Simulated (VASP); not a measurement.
# PbO under strain, part 5 of 5

How do the gap and the pressure of PbO answer to a change of volume or shape? All runs use LDA. Left out of this account: 1 further run (self-consistent run: a reference on another mesh). The start is a cell from a database of measured crystal structures.

VASP 6.6.1; LDA; plane waves and PAW (Pb_d, O).

Still holding for the runs below: Spin-orbit coupling is off here; with elements this heavy it splits and shifts levels by tenths of an eV or more.

So far, least gap on mesh and path (eV): step 2 (bands, cell as listed) 1.81; step 4 (cell volume +8.0 %) 1.70; step 5 (bands, sheared, principal strains -1.6, -0.2, +1.9 %) 1.76; step 6 (cell volume -4.0 %) 1.86; step 7 (cell volume -8.0 %) 1.89.

The database entry behind the starting cell differs from later determinations by our own check (old inner coordinates, kX units), so it need not match the best structure at ambient conditions.

## 8. Bands, atoms displaced by up to 0.04 Å

The atoms are moved off their sites at random, as a crude picture of disorder.

The input, INCAR:

```
SYSTEM = PbO
PREC = Accurate
ENCUT = 520
EDIFF = 1E-06
NELM = 100
ISMEAR = -1
SIGMA = 0.05
LREAL = .FALSE.
ALGO = Normal
GGA = CA
NBANDS = 61
LORBIT = 11
LWAVE = .FALSE.
LCHARG = .FALSE.
KPAR = 8
```

The input, POSCAR:

```
PbO
1.0
    5.8760000000      0.0000000000      0.0000000000
    0.0000000000      5.4760000000      0.0000000000
    0.0000000000      0.0000000000      4.7430000000
Pb O
4 4
Direct
    0.2284690000      0.0140170000      0.2502030000
    0.7682390000      0.9855780000      0.7530580000
    0.2329920000      0.4872510000      0.7520830000
    0.7675390000      0.5156360000      0.2518150000
    0.8682510000      0.0755520000      0.2481630000
    0.1367160000      0.9170160000      0.7491130000
    0.8683050000      0.4143390000      0.7533070000
    0.1295320000      0.5839010000      0.2520270000
```

The input, KPOINTS:

```
Automatic mesh
0
Gamma
4 5 5
0 0 0
```

The input, KPOINTS_OPT:

```
Line mode
12
Line-mode
Reciprocal
  0.00000000   0.00000000   0.00000000 GAMMA
  0.00000000   0.00000000  -0.50000000 X

  0.00000000   0.00000000  -0.50000000 X
  0.00000000  -0.50000000  -0.50000000 S

  0.00000000  -0.50000000  -0.50000000 S
  0.00000000  -0.50000000   0.00000000 Y

  0.00000000  -0.50000000   0.00000000 Y
  0.00000000   0.00000000   0.00000000 GAMMA

  0.00000000   0.00000000   0.00000000 GAMMA
 -0.50000000   0.00000000   0.00000000 Z

 -0.50000000   0.00000000   0.00000000 Z
 -0.50000000   0.00000000  -0.50000000 U

 -0.50000000   0.00000000  -0.50000000 U
 -0.50000000  -0.50000000  -0.50000000 R

 -0.50000000  -0.50000000  -0.50000000 R
 -0.50000000  -0.50000000   0.00000000 T

 -0.50000000  -0.50000000   0.00000000 T
 -0.50000000   0.00000000   0.00000000 Z

  0.00000000  -0.50000000   0.00000000 Y
 -0.50000000  -0.50000000   0.00000000 T

 -0.50000000   0.00000000  -0.50000000 U
  0.00000000   0.00000000  -0.50000000 X

  0.00000000  -0.50000000  -0.50000000 S
 -0.50000000  -0.50000000  -0.50000000 R
```

Potentials, in the order of the species: Pb_d and O (LDA family, release 64).

Command:

```sh
> mpirun -np 8 vasp_std
```

The log of the run:

```text
[... set-up lines as in an earlier step ...]
 entering main loop
       N       E                     dE             d eps       ncg     rms          rms(c)
DAV:   1     0.109975098362E+04    0.10998E+04   -0.36494E+04  6238   0.159E+03
DAV:   2     0.137717710024E+03   -0.96203E+03   -0.89240E+03  6366   0.465E+02
DAV:   3    -0.432511522665E+02   -0.18097E+03   -0.16938E+03  7141   0.213E+02
DAV:   4    -0.565637715164E+02   -0.13313E+02   -0.13115E+02  7772   0.603E+01
DAV:   5    -0.569542572399E+02   -0.39049E+00   -0.39012E+00  7372   0.110E+01    0.166E+01
DAV:   6    -0.488719995221E+02    0.80823E+01   -0.21272E+01  9475   0.354E+01    0.810E+00
DAV:   7    -0.483583919140E+02    0.51361E+00   -0.45008E+00  7655   0.121E+01    0.346E+00
DAV:   8    -0.482236469425E+02    0.13474E+00   -0.10429E+00  7183   0.430E+00    0.791E-01
DAV:   9    -0.482089032291E+02    0.14744E-01   -0.34970E-02  9176   0.166E+00    0.313E-01
DAV:  10    -0.482098434822E+02   -0.94025E-03   -0.15873E-02  8036   0.750E-01    0.142E-01
DAV:  11    -0.482099989920E+02   -0.15551E-03   -0.81706E-04  9076   0.195E-01    0.399E-02
DAV:  12    -0.482099676548E+02    0.31337E-04   -0.21961E-04  8858   0.171E-01    0.389E-02
DAV:  13    -0.482099456225E+02    0.22032E-04   -0.50519E-05  8879   0.544E-02    0.135E-02
DAV:  14    -0.482099446631E+02    0.95931E-06   -0.16090E-05  7248   0.175E-02    0.265E-03
DAV:  15    -0.482099447139E+02   -0.50741E-07   -0.41501E-07  3844   0.466E-03
   1 F= -.48209945E+02 E0= -.48209945E+02  d E =-.408661E-08
 Start KPOINTS_OPT (optional k-point list driver)
k-point batch [1-51\144]
       N       E                     dE             ncg
DAV:   1     0.326590444318E+05   -0.30793E+05     6232
DAV:   2    -0.148798384966E+05   -0.47539E+05     6294
DAV:   3    -0.234999192818E+05   -0.86201E+04     7233
DAV:   4    -0.241390832445E+05   -0.63916E+03     7620
DAV:   5    -0.241605214081E+05   -0.21438E+02     7604
DAV:   6    -0.241616930180E+05   -0.11716E+01     7954
DAV:   7    -0.241617488264E+05   -0.55808E-01     8980
DAV:   8    -0.241617499686E+05   -0.11423E-02     8680
DAV:   9    -0.241617499784E+05   -0.97645E-05     5508
DAV:  10    -0.241617499795E+05   -0.10632E-05     4364
DAV:  11    -0.241617499799E+05   -0.40179E-06     3908
[...]
k-point batch [103-144\144]
       N       E                     dE             ncg
DAV:   1     0.427210618603E+05   -0.50768E+05     5150
DAV:   2     0.361089445250E+04   -0.39110E+05     5164
DAV:   3    -0.350818870917E+04   -0.71191E+04     5897
DAV:   4    -0.405187087976E+04   -0.54368E+03     6291
DAV:   5    -0.407070800619E+04   -0.18837E+02     6065
DAV:   6    -0.407177707800E+04   -0.10691E+01     6592
DAV:   7    -0.407182929596E+04   -0.52218E-01     7273
DAV:   8    -0.407182990683E+04   -0.61087E-03     7185
DAV:   9    -0.407182991554E+04   -0.87116E-05     4504
DAV:  10    -0.407182991647E+04   -0.92039E-06     3504
```

The job ended after 72 s (8 MPI ranks of Intel Xeon 6975P-C (Granite Rapids), shared host; peak memory 5.5 GiB; 9.4 min of CPU time).

OUTCAR, selected parts (step 8):

```text
   NELECT =      80.0000    total number of electrons

 E-fermi :   5.4373

 k-point     1 :       0.0000    0.0000    0.0000
  band No.  band energies     occupation
    ...
     36       3.0505      2.00000
     37       3.0954      2.00000
     38       3.4738      2.00000
     39       4.1359      2.00000
     40       4.4821      2.00000
     41       8.0004      0.00000
     42       8.5093      0.00000
     43       8.8162      0.00000
     44       9.1932      0.00000
     45       9.3818      0.00000
    ...

  Total       -0.2927933     -7.5467964     -5.3870752     -0.0452787     -0.0148738      0.0374269
  in kB       -3.0737840    -79.2273021    -56.5542531     -0.4753424     -0.1561472      0.3929125
  external PRESSURE =     -46.2851131 kB  Pullay stress =       0.0000000 kB

 POSITION                                       TOTAL-FORCE (eV/Angst)
 -----------------------------------------------------------------------------------
      1.34248      0.07676      1.18671         0.031034     -1.021321      0.029707
      4.51417      5.39703      3.57175         0.438837      1.014556     -0.011812
      1.36906      2.66819      3.56713        -0.328923      1.024870     -0.015782
      4.51006      2.82362      1.19436         0.235960     -1.069721      0.002556
      5.10184      0.41372      1.17704        -0.780790      0.445340      0.037652
      0.80334      5.02158      3.55304         0.304836     -0.358882      0.023103
      5.10216      2.26892      3.57294        -0.541617     -0.327507     -0.047113
      0.76113      3.19744      1.19536         0.640663      0.292664     -0.018310
 -----------------------------------------------------------------------------------
    total drift:                                0.000033      0.000213      0.000112

  FREE ENERGIE OF THE ION-ELECTRON SYSTEM (eV)
  ---------------------------------------------------
  free  energy   TOTEN  =       -48.2099447139 eV

  energy  without entropy=      -48.2099447098  energy(sigma->0) =      -48.20994471

[... 5 parts as in an earlier step ...]

[... 12 further parts left out ...]
```

This step gave:

```
irreducible k-points              : 51
symmetry operations               : 1
free energy (TOTEN)               : -48.21 eV
Fermi energy                      : 5.437 eV
pressure                          : -4.629 GPa
least gap on mesh and path        : 1.799 eV
least direct gap on mesh and path : 2.050 eV
valence top at k                  : -0.5, -0.1364, 0
conduction bottom at k            : 0.5, -0.4, 0.4
```

Electronic bands along the path, in eV, zero at the valence-band top; v1 is the highest filled band, c1 the lowest empty one:

```
          point     v4     v3     v2     v1    c1    c2    c3    c4
              Γ  -1.42  -1.04  -0.37  -0.03  3.49  4.00  4.31  4.68
0.45 of the way  -1.25  -0.72  -0.44  -0.08  3.62  4.16  4.30  4.55
              X  -0.73  -0.70  -0.19  -0.13  4.07  4.12  4.62  4.68
0.55 of the way  -0.74  -0.73  -0.38  -0.32  3.44  3.49  3.67  3.70
              S  -0.68  -0.68  -0.62  -0.56  3.08  3.15  3.19  3.22
0.55 of the way  -0.73  -0.71  -0.32  -0.27  3.30  3.37  3.66  3.74
              Y  -0.77  -0.74  -0.11  -0.10  3.56  3.68  4.63  4.70
0.55 of the way  -1.17  -1.14  -0.16  -0.05  3.61  4.03  4.25  4.40
              Γ  -1.42  -1.04  -0.37  -0.03  3.49  4.00  4.31  4.68
0.45 of the way  -1.22  -1.06  -0.22  -0.08  2.76  3.69  3.82  5.19
              Z  -1.09  -0.68  -0.56  -0.01  2.71  2.88  3.29  5.02
0.45 of the way  -0.60  -0.57  -0.40  -0.22  3.05  3.12  3.16  4.30
              U  -0.54  -0.50  -0.42  -0.36  3.18  3.24  3.35  3.36
0.45 of the way  -0.52  -0.51  -0.45  -0.39  2.39  2.41  3.13  3.15
              R  -0.60  -0.58  -0.53  -0.48  2.32  2.38  2.40  2.43
0.55 of the way  -0.71  -0.66  -0.38  -0.33  2.20  2.27  3.18  3.24
              T  -0.58  -0.52  -0.44  -0.41  3.01  3.10  3.75  3.81
0.45 of the way  -0.88  -0.80  -0.45  -0.08  2.25  3.24  3.52  4.59
              Z  -1.09  -0.68  -0.56  -0.01  2.71  2.88  3.29  5.02
      jump to Y  -0.77  -0.74  -0.11  -0.10  3.56  3.68  4.63  4.70
0.55 of the way  -0.66  -0.63  -0.20  -0.16  3.25  3.34  4.09  4.16
              T  -0.58  -0.52  -0.44  -0.41  3.01  3.10  3.75  3.81
      jump to U  -0.54  -0.50  -0.42  -0.36  3.18  3.24  3.35  3.36
0.45 of the way  -0.72  -0.68  -0.20  -0.15  3.44  3.46  3.80  3.83
              X  -0.73  -0.70  -0.19  -0.13  4.07  4.12  4.62  4.68
      jump to S  -0.68  -0.68  -0.62  -0.56  3.08  3.15  3.19  3.22
```

Of the projections kept (Pb, O), the largest for each band there; the rest of the weight can lie on other orbitals:

```csv
point,v4,v3,v2,v1,c1,c2,c3,c4
Γ,O 0.62,O 0.93,O 0.79,O 0.72,O 0.52,O 0.58,Pb 0.51,Pb 0.63
X,O 0.79,O 0.79,O 0.76,O 0.75,Pb 0.58,Pb 0.57,Pb 0.76,Pb 0.74
S,O 0.79,O 0.80,O 0.79,O 0.78,Pb 0.62,Pb 0.62,Pb 0.61,Pb 0.61
Y,O 0.77,O 0.79,O 0.69,O 0.69,Pb 0.85,Pb 0.84,Pb 0.60,Pb 0.61
Γ,O 0.62,O 0.93,O 0.79,O 0.72,O 0.52,O 0.58,Pb 0.51,Pb 0.63
Z,O 0.91,O 0.57,O 0.74,O 0.75,Pb 0.53,Pb 0.70,Pb 0.62,Pb 0.83
```

Force by atom:

```csv
atom,x (eV/Å),y (eV/Å),z (eV/Å),size
Pb1,0.03,-1.02,0.03,1.02
Pb2,0.44,1.01,-0.01,1.11
Pb3,-0.33,1.02,-0.02,1.08
Pb4,0.24,-1.07,0.00,1.10
O5,-0.78,0.45,0.04,0.90
O6,0.30,-0.36,0.02,0.47
O7,-0.54,-0.33,-0.05,0.63
O8,0.64,0.29,-0.02,0.70
```

The gap is 1.80 eV, indirect. That is -0.01 eV from the cell as listed. The pressure is -4.63 GPa, and the symmetry operations fall from 8 to 1.

## 9. Side by side

```
                                         cell   mesh  pressure (GPa)  gap (eV)  direct gap (eV)
                               cell as listed  4×5×5           -4.48     1.812            2.096
                            volume times 1.04  4×5×5           -7.27     1.754            2.012
                            volume times 1.08  4×5×5           -9.45     1.695            1.929
sheared, principal strains -1.6, -0.2, +1.9 %  4×5×5           -4.22     1.758            2.007
                            volume times 0.96  4×5×5           -0.97     1.864            2.164
                            volume times 0.92  4×5×5            3.50     1.894            2.230
              atoms displaced by up to 0.04 Å  4×5×5           -4.63     1.799            2.050
```

## 10. Results

| Property | Result |
| --- | --- |
| gap, cell as listed | 1.812 eV |
| gap, volume times 1.04 | 1.754 eV |
| gap, volume times 1.08 | 1.695 eV |
| gap, sheared, principal strains -1.6, -0.2, +1.9 % | 1.758 eV |
| gap, volume times 0.96 | 1.864 eV |
| gap, volume times 0.92 | 1.894 eV |
| gap, atoms displaced by up to 0.04 Å | 1.799 eV |
| bulk modulus at the listed volume, shape and positions held | 79.3 GPa |
| volume deformation potential of the gap | -1.46 eV |

**Reading.** At the listed volume the gap of PbO changes by -1.46 eV per unit of ln V, its volume deformation potential under even scaling. A real pressure also changes the shape of this cell, so no pressure coefficient follows. The band edges move to other points at some volumes, which this slope leaves out. The slope of pressure against ln V at the listed volume gives a bulk modulus of 79.3 GPa at fixed shape and positions, an upper bound since the atoms bear forces (not that of equilibrium, since the cell bears -4.5 GPa there). With sheared, principal strains -1.6, -0.2, +1.9 %, the gap on the common mesh moves by -0.06 eV. With atoms displaced by up to 0.04 Å, the least gap on mesh and path moves by -0.01 eV. A cell with a path of its own may have its gap from unlike samples: sheared, principal strains -1.6, -0.2, +1.9 %. The atoms were not relaxed in the changed cells. Spin-orbit coupling is left out, and with elements this heavy it would split and shift bands near the edges, and it can change the kind of a small gap.

[Lines on the potential files, build, host, timing and source positions are cut from VASP's logs without a mark.]

[Logs are printed without paths, hosts, clocks, repeated set-up lines and the standing remarks that a program may print on its own settings, such as how far it seeks lower states.]

[Hosts, paths, dates, database ids (printed as entryN), source tags and the programs' standing remarks are cut or masked in the printed files.]

[A measured line is paired with the nearest computed mode of its activity, which favours agreement.]
